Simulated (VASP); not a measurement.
# Be2Sn (Fm-3m): band edges, masses and strain, part 3 of 3

Wanted: where the band edges of Be2Sn lie, how heavy the carriers are and how strain moves the gap. The cell is generated by rule, not measured, and may not be a known phase.

VASP 6.6.1, plane waves and PAW; the level of theory is named at each step.

Still holding for the runs below: The k-mesh is coarse for a metal.

So far. Step 3 (Bands on a dense mesh): At 4.5 GPa the cell is away from the equilibrium volume of this level: left free, it would expand. Step 5 (Orbitals for bands with HSE06): The run ends at a pressure of 6.39 GPa.

The structure was built from a prototype and need not be the compound's stable phase.

## (6) Bands with HSE06

This step: HSE06; plane waves and PAW (Sn_d, Be); invented cell (VASP 6.6.1).

A quarter of screened exact exchange corrects much of the semilocal gap error; its cost forces a coarser mesh.

File INCAR:

```
SYSTEM = Be2Sn
PREC = Accurate
ENCUT = 400
EDIFF = 1E-06
NELM = 100
ISMEAR = 0
SIGMA = 0.02
LREAL = .FALSE.
ALGO = Normal
LHFCALC = .TRUE.
AEXX = 0.25
GGA = PE
HFSCREEN = 0.2
LASPH = .TRUE.
NBANDS = 15
PRECFOCK = Fast
LORBIT = 11
LWAVE = .FALSE.
LCHARG = .FALSE.
KPAR = 4
ISIF = 2
```

File POSCAR:

```
Be2Sn
1.0
    0.0000000000      2.8306300000      2.8306300000
    2.8306300000      0.0000000000      2.8306300000
    2.8306300000      2.8306300000      0.0000000000
Sn Be
1 2
Direct
    0.0000000000      0.0000000000      0.0000000000
    0.2500000000      0.2500000000      0.2500000000
    0.7500000000      0.7500000000      0.7500000000
```

File KPOINTS:

```
Automatic mesh
0
Gamma
4 4 4
0 0 0
```

File KPOINTS_OPT:

```
Line mode
8
Line-mode
Reciprocal
  0.00000000   0.00000000   0.00000000 GAMMA
  0.50000000   0.00000000   0.50000000 X

  0.50000000   0.00000000   0.50000000 X
  0.50000000   0.25000000   0.75000000 W

  0.50000000   0.25000000   0.75000000 W
  0.37500000   0.37500000   0.75000000 K

  0.37500000   0.37500000   0.75000000 K
  0.00000000   0.00000000   0.00000000 GAMMA

  0.00000000   0.00000000   0.00000000 GAMMA
  0.50000000   0.50000000   0.50000000 L

  0.50000000   0.50000000   0.50000000 L
  0.62500000   0.25000000   0.62500000 U

  0.62500000   0.25000000   0.62500000 U
  0.50000000   0.25000000   0.75000000 W

  0.50000000   0.25000000   0.75000000 W
  0.50000000   0.50000000   0.50000000 L

  0.50000000   0.50000000   0.50000000 L
  0.37500000   0.37500000   0.75000000 K

  0.62500000   0.25000000   0.62500000 U
  0.50000000   0.00000000   0.50000000 X
```

Potentials, in the order of the species: Sn_d and Be (PBE family, release 64).

The run starts from files that an earlier step left in the folder.

On the command line:

```bash
$ mpirun -np 4 vasp_std
```

Log:

```text
[banner, memory and clock lines left out]
running    4 mpi-ranks, on    1 nodes
 distrk:  each k-point on    1 cores,    4 groups
 distr:  one band on    1 cores,    1 groups

 POSCAR found type information on POSCAR SnBe
 POSCAR found :  2 types and       3 ions
 LDA part: xc-table for (Slater+PW92), standard interpolation
 found WAVECAR, reading the header
 POSCAR, INCAR and KPOINTS ok, starting setup
 FFT: planning ... GRIDC
 FFT: planning ... GRID_SOFT
 FFT: planning ... GRID
 reading WAVECAR
 the WAVECAR file was read successfully
 initial charge from wavefunction
 entering main loop
       N       E                     dE             d eps       ncg     rms          rms(c)
DAV:   1    -0.103503090700E+02   -0.10350E+02   -0.33178E-01   289   0.594E+00    0.866E-01
DAV:   2    -0.103508395430E+02   -0.53047E-03   -0.11230E-02   381   0.118E+00    0.646E-01
DAV:   3    -0.103502398608E+02    0.59968E-03   -0.12404E-03   331   0.399E-01    0.413E-01
DAV:   4    -0.103501811038E+02    0.58757E-04   -0.26689E-04   324   0.122E-01    0.262E-01
DAV:   5    -0.103501750841E+02    0.60197E-05   -0.41538E-05   310   0.339E-02    0.163E-01
DAV:   6    -0.103501740742E+02    0.10099E-05   -0.84543E-06   303   0.226E-02    0.100E-01
DAV:   7    -0.103501752503E+02   -0.11761E-05   -0.22639E-06   317   0.124E-02    0.617E-02
DAV:   8    -0.103501760035E+02   -0.75318E-06   -0.61572E-07   218   0.672E-03
   1 F= -.10350176E+02 E0= -.10350176E+02  d E =-.284225E-36
 Start KPOINTS_OPT (optional k-point list driver)
k-point batch [1-8\80]
       N       E                     dE             ncg
DAV:   1    -0.126391169017E+03   -0.24923E+04      247
DAV:   2    -0.105205158198E+04   -0.92566E+03      247
DAV:   3    -0.112618009812E+04   -0.74129E+02      324
DAV:   4    -0.112860831025E+04   -0.24282E+01      310
DAV:   5    -0.112867955484E+04   -0.71245E-01      377
DAV:   6    -0.112868184270E+04   -0.22879E-02      348
DAV:   7    -0.112868188217E+04   -0.39467E-04      357
DAV:   8    -0.112868188258E+04   -0.40612E-06      260
[...]
k-point batch [73-80\80]
       N       E                     dE             ncg
DAV:   1    -0.303157998937E+03   -0.49909E+04      255
DAV:   2    -0.116903354138E+04   -0.86588E+03      247
DAV:   3    -0.122939127428E+04   -0.60358E+02      324
DAV:   4    -0.123089877903E+04   -0.15075E+01      296
DAV:   5    -0.123094355986E+04   -0.44781E-01      360
DAV:   6    -0.123094582188E+04   -0.22620E-02      372
DAV:   7    -0.123094585771E+04   -0.35835E-04      347
DAV:   8    -0.123094585801E+04   -0.29400E-06      260
```

It took 2.6 min on 4 MPI ranks of AMD EPYC 9R45, shared host; peak memory 0.91 GiB.

OUTCAR, selected parts (step 6):

```text
   k-points           NKPTS =      8   k-points in BZ     NKDIM =     64   number of bands    NBANDS=     15

   NELECT =      18.0000    total number of electrons

  exchange ACFDT corr.  =         0.00000000  see jH, gK, PRB 81, 115126

 E-fermi :   7.5502

 k-point     1 :       0.0000    0.0000    0.0000
  band No.  band energies     occupation
    ...
      2     -16.3640      2.00000
      3     -16.3640      2.00000
      4     -16.2608      2.00000
      5     -16.2608      2.00000
      6      -5.6130      2.00000
      7       8.5871      0.00000
      8       8.5871      0.00000
      9       8.5871      0.00000
     10       8.8147      0.00000
     11       8.8147      0.00000
    ...

  Total        1.5424017      1.5424017      1.5424017     -0.0000000     -0.0000000     -0.0000000
  in kB       54.4789532     54.4789532     54.4789532     -0.0000000     -0.0000000     -0.0000000
  external PRESSURE =      54.4789532 kB  Pullay stress =       0.0000000 kB

 POSITION                                       TOTAL-FORCE (eV/Angst)
 -----------------------------------------------------------------------------------
      0.00000      0.00000      0.00000        -0.000000      0.000000     -0.000000
      1.41532      1.41532      1.41532        -0.000000     -0.000000     -0.000000
      4.24595      4.24595      4.24595         0.000000      0.000000      0.000000
 -----------------------------------------------------------------------------------
    total drift:                                0.000010      0.000022      0.000008

  FREE ENERGIE OF THE ION-ELECTRON SYSTEM (eV)
  ---------------------------------------------------
  free  energy   TOTEN  =       -10.3501760035 eV

  energy  without entropy=      -10.3501760035  energy(sigma->0) =      -10.35017600

[... 7 parts as in an earlier step ...]

[... 9 further parts left out ...]
```

The k-mesh is coarse for exact exchange; in a metal the Fermi energy and the levels can shift by several tenths of an eV on a finer one.

This step gave:

* SCF cycles: 8
* free energy (TOTEN): -10.35 eV
* Fermi energy: 7.550 eV
* pressure: 5.448 GPa

The electronic bands at the labelled points (eV, zero at the Fermi level; # counts the bands kept, so #1 is VASP's band 7):

| point | #1 | #2 | #3 | #4 | #5 | #6 | #7 |
| --- | --- | --- | --- | --- | --- | --- | --- |
| Γ | 1.04 | 1.04 | 1.04 | 1.26 | 1.26 | 1.26 | 4.97 |
| 0.57 of the way | -3.69 | -3.18 | -3.18 | 0.20 | 2.09 | 6.08 | 6.08 |
| X | -7.28 | -4.23 | -4.23 | -0.18 | 1.00 | 8.07 | 8.07 |
| 0.43 of the way | -7.07 | -4.83 | -4.64 | 0.75 | 2.00 | 6.62 | 8.17 |
| W | -6.17 | -6.17 | -5.17 | 3.47 | 3.47 | 5.17 | 5.37 |
| 0.43 of the way | -6.53 | -6.04 | -4.56 | 2.01 | 4.35 | 4.65 | 6.86 |
| K | -6.70 | -6.15 | -3.59 | 0.68 | 4.07 | 5.83 | 7.18 |
| 0.57 of the way | -3.69 | -3.15 | -0.16 | 1.95 | 2.70 | 4.32 | 5.30 |
| Γ | 1.04 | 1.04 | 1.04 | 1.26 | 1.26 | 1.26 | 4.97 |
| 0.57 of the way | -5.16 | -1.01 | -1.01 | 2.37 | 2.37 | 2.84 | 5.24 |
| L | -8.00 | -1.51 | -1.51 | 1.88 | 1.88 | 2.78 | 4.95 |
| 0.43 of the way | -7.68 | -3.44 | -2.34 | 1.49 | 3.19 | 4.42 | 6.24 |
| U | -6.70 | -6.15 | -3.59 | 0.68 | 4.07 | 5.83 | 7.18 |
| 0.57 of the way | -6.53 | -6.04 | -4.56 | 2.01 | 4.35 | 4.65 | 6.86 |
| W | -6.17 | -6.17 | -5.17 | 3.47 | 3.47 | 5.17 | 5.37 |
| 0.43 of the way | -7.26 | -4.63 | -3.51 | 2.51 | 2.77 | 6.05 | 6.95 |
| L | -8.00 | -1.51 | -1.51 | 1.88 | 1.88 | 2.78 | 4.95 |
| 0.57 of the way | -7.44 | -4.36 | -2.73 | 1.24 | 3.92 | 5.22 | 6.47 |
| K | -6.70 | -6.15 | -3.59 | 0.68 | 4.07 | 5.83 | 7.18 |
| jump to U | -6.70 | -6.15 | -3.59 | 0.68 | 4.07 | 5.83 | 7.18 |
| 0.43 of the way | -7.09 | -5.20 | -4.02 | 0.30 | 2.11 | 7.07 | 7.74 |
| X | -7.28 | -4.23 | -4.23 | -0.18 | 1.00 | 8.07 | 8.07 |

Of the projections kept (Sn, Be), the largest for each band there; the rest of the weight can lie on other orbitals:

| point | #1 | #2 | #3 | #4 | #5 | #6 | #7 |
| --- | --- | --- | --- | --- | --- | --- | --- |
| Γ | Be 0.76 | Be 0.76 | Be 0.76 | Sn 0.85 | Sn 0.85 | Sn 0.85 | Be 1.00 |
| X | Be 0.52 | Sn 0.55 | Sn 0.55 | Be 0.77 | Sn 0.77 | Be 0.85 | Be 0.85 |
| W | Be 0.51 | Be 0.51 | Sn 0.53 | Be 0.76 | Be 0.76 | Sn 0.53 | Sn 0.99 |
| K | Be 0.52 | Sn 0.51 | Sn 0.56 | Be 0.68 | Sn 0.53 | Be 0.82 | Be 0.80 |
| Γ | Be 0.76 | Be 0.76 | Be 0.76 | Sn 0.85 | Sn 0.85 | Sn 0.85 | Be 1.00 |
| L | Be 0.51 | Sn 0.63 | Sn 0.63 | Be 0.74 | Be 0.74 | Be 0.54 | Be 0.99 |

The electronic bands as a text plot (rows in eV, shown from -8.0 to 4.1 only):

```
    3.9 |  *          *  *                     *      *    *
    3.4 |                  *   *           **     **      *   *
    2.9 |   *       ***     ****    *******         *  ***
    2.4 | *                 **  ** *****   *     *   **
    1.9 |    **    *   *   *  *    *    ****          ****     *
    1.3 |*     ** * *     *    ****         *   *         **
    0.8 |***     * *    **     *  *          ***            **  *
    0.3 |   ***                    *                          **
   -0.2 | *    ****           * ** **                           *
   -0.7 |  *                    **   *
   -1.2 |  *                **        **
   -1.7 |                      *        ***            ***
   -2.2 |   *              *   *    *      **         *   *
   -2.7 |                 *                *         **    *
   -3.2 |    **               *             ***           * **
   -3.7 |    ***        **    *      *         *     *        *
   -4.2 |       ***         **                  *   *      *   **
   -4.7 |          **  *                         * *           *
   -5.2 |      *    ***    ***        *      *    * *       *
   -5.7 |            *     *                  *    *         **
   -6.2 |            ******                    *****
   -6.7 |       *   *  ***             *      ***   *        **
   -7.2 |        ***                         *             **  **
   -7.7 |                               *****        ******
         Γ       X    W  K        Γ      L     U  W     L   K|U X
```

## (7) Results

```
gap, PBEsol                            : none
gap with spin-orbit coupling           : none
gap, HSE06 without spin-orbit coupling : none
```

At this level the bands overlap or touch. Masses were not obtained, since there is no gap at this level. The strain response was not obtained, since there is no gap at this level.

[Lines on the potential files, build, host, timing and source positions are cut from VASP's logs without a mark.]

[Logs are printed without paths, hosts, clocks, repeated set-up lines and the standing remarks that a program may print on its own settings, such as how far it seeks lower states.]

[Hosts, paths, dates, database ids (printed as entryN), source tags and the programs' standing remarks are cut or masked in the printed files.]

[In band tables of VASP the shares of atoms and orbitals are scaled to a sum of 1 inside the atoms' spheres.]

[Gaps and slopes under strain along one axis are those of the sampled path and mesh points; where strain splits equal valleys, another of them can be the edge.]
